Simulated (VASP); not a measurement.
OSZICAR of a VASP run on CuTe (a trial cell in the zincblende structure, space group F-43m):

File OSZICAR:
```
       N       E                     dE             d eps       ncg     rms          rms(c)
DAV:   1     0.885652986844E+02    0.88565E+02   -0.61745E+03   480   0.122E+03
DAV:   2    -0.220084556873E+01   -0.90766E+02   -0.86035E+02   480   0.247E+02
DAV:   3    -0.673398033890E+01   -0.45331E+01   -0.43851E+01   640   0.691E+01
DAV:   4    -0.686116280434E+01   -0.12718E+00   -0.12711E+00   608   0.105E+01
DAV:   5    -0.686436413925E+01   -0.32013E-02   -0.32010E-02   676   0.162E+00    0.829E+00
DAV:   6    -0.694085340226E+01   -0.76489E-01   -0.14789E+01   540   0.129E+02    0.656E+00
DAV:   7    -0.617214204135E+01    0.76871E+00   -0.33010E+00   580   0.653E+01    0.228E+00
DAV:   8    -0.618408611059E+01   -0.11944E-01   -0.27799E-01   732   0.137E+01    0.112E+00
DAV:   9    -0.616969431017E+01    0.14392E-01   -0.88956E-02   620   0.101E+01    0.388E-01
DAV:  10    -0.617014126514E+01   -0.44695E-03   -0.41553E-03   748   0.132E+00    0.279E-01
DAV:  11    -0.617008172734E+01    0.59538E-04   -0.17544E-03   612   0.149E+00    0.108E-01
DAV:  12    -0.617003416740E+01    0.47560E-04   -0.44497E-04   620   0.646E-01    0.445E-02
DAV:  13    -0.617003748047E+01   -0.33131E-05   -0.17919E-05   576   0.408E-02    0.690E-03
DAV:  14    -0.617003715506E+01    0.32541E-06   -0.29814E-06   556   0.263E-02
   1 F= -.61700372E+01 E0= -.61687172E+01  d E =-.263983E-02
```

Problem. Which electronic solver shows in the log?

Solution. It is blocked Davidson (ALGO = Normal, or the opening steps of other solvers). The INCAR had ALGO = Normal.

Problem. Can the final energy be trusted as converged?

Solution. Self-consistency was reached. It stopped with EDIFF = 1E-6, NELM = 100 (PBE GGA + U (Dudarev), plane waves, VASP's PBE PAW potentials (set 64)).

The structure was generated: CuTe was put into the zincblende type (F-43m), which need not be its known phase. The cell was not relaxed at this level. The run is one of a series of settings (LDAU = .TRUE., LDAUJ = 0 0, LDAUL = -1 2, LDAUTYPE = 2, LDAUU = 0 2.0 against the base run), some of them coarse on purpose. The electron count is odd and the run is not spin-polarised, which forces a metal.
